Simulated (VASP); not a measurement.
Method: PBEsol GGA, VASP's PBE PAW potentials (set 64) (plane waves; VASP).

Input for VASP

### KPOINTS
```
kpoints
0
gamma
 10 10 10
0 0 0
```

INCAR:
```
ALGO=Normal
EDIFF=1E-6
EDIFFG=-0.02
ENCUT=620
GGA=PS
IBRION=2
ISIF=3
ISMEAR=0
LASPH=.True.
LCHARG=.False.
LMAXMIX=4
LREAL=.False.
LWAVE=.False.
NELM=100
NSW=40
PREC=Accurate
PSTRESS=200
SIGMA=0.05
SYSTEM=BAs
```

**POSCAR**
```
BAs
1
   -0.0000000000     2.3012403738     2.3012403738
    2.3012403738    -0.0000000000     2.3012403738
    2.3012403738     2.3012403738    -0.0000000000
B As
1 1
Direct
  0.0000000000   0.0000000000   0.0000000000
  0.2500000000   0.2500000000   0.2500000000
```

POTCAR, in this order: B As (PBE.64 set). Program: vasp_std.

Output of the run:

File OSZICAR:
```
       N       E                     dE             d eps       ncg     rms          rms(c)
DAV:   1     0.141742874759E+02    0.14174E+02   -0.43260E+03   752   0.102E+03
DAV:   2    -0.125405957293E+02   -0.26715E+02   -0.25579E+02  1136   0.116E+02
DAV:   3    -0.128852248043E+02   -0.34463E+00   -0.34463E+00   824   0.174E+01
DAV:   4    -0.128856286638E+02   -0.40386E-03   -0.40386E-03  1176   0.655E-01
DAV:   5    -0.128856287421E+02   -0.78225E-07   -0.78365E-07   808   0.687E-03    0.570E+00
DAV:   6    -0.121528097886E+02    0.73282E+00   -0.20002E+00   792   0.764E+00    0.285E+00
DAV:   7    -0.120522883277E+02    0.10052E+00   -0.31164E-01  1040   0.329E+00    0.992E-01
DAV:   8    -0.120415522942E+02    0.10736E-01   -0.22434E-02   816   0.103E+00    0.132E-01
DAV:   9    -0.120416868539E+02   -0.13456E-03   -0.48765E-04  1000   0.196E-01    0.755E-02
DAV:  10    -0.120417421906E+02   -0.55337E-04   -0.13165E-04   800   0.786E-02    0.166E-02
DAV:  11    -0.120417439540E+02   -0.17634E-05   -0.35271E-06  1112   0.170E-02    0.152E-02
DAV:  12    -0.120417434691E+02    0.48489E-06   -0.10634E-06   424   0.655E-03
   1 F= -.89992100E+01 E0= -.89992100E+01  d E =-.899921E+01
```

OUTCAR:
```
------------------------ aborting loop because EDIFF is reached ----------------------------------------
  FORCE on cell =-STRESS in cart. coord.  units (eV):
  Direction    XX          YY          ZZ          XY          YZ          ZX
  --------------------------------------------------------------------------------------
  Total        3.0154958      3.0154958      3.0154958     -0.0000000      0.0000000     -0.0000000
  in kB      198.2226860    198.2226860    198.2226860     -0.0000000      0.0000000     -0.0000000
  external PRESSURE =      -1.7773140 kB  Pullay stress =     200.0000000 kB
  volume of cell :       24.37
      direct lattice vectors                 reciprocal lattice vectors
     0.000000000  2.301240374  2.301240374    -0.217274130  0.217274130  0.217274130
     2.301240374  0.000000000  2.301240374     0.217274130 -0.217274130  0.217274130
     2.301240374  2.301240374  0.000000000     0.217274130  0.217274130 -0.217274130
  FREE ENERGIE OF THE ION-ELECTRON SYSTEM (eV)
  ---------------------------------------------------
  free  energy   TOTEN  =       -12.0417434691 eV

  energy  without entropy=      -12.0417434691  energy(sigma->0) =      -12.04174347
  enthalpy is  TOTEN    =        -8.9992100062 eV   P V=        3.0425334629

 reached required accuracy - stopping structural energy minimisation
```
(Selected blocks of OUTCAR.)

The compound is BAs in the zinc blende structure. It was relaxed first under an external pressure of 20 GPa.
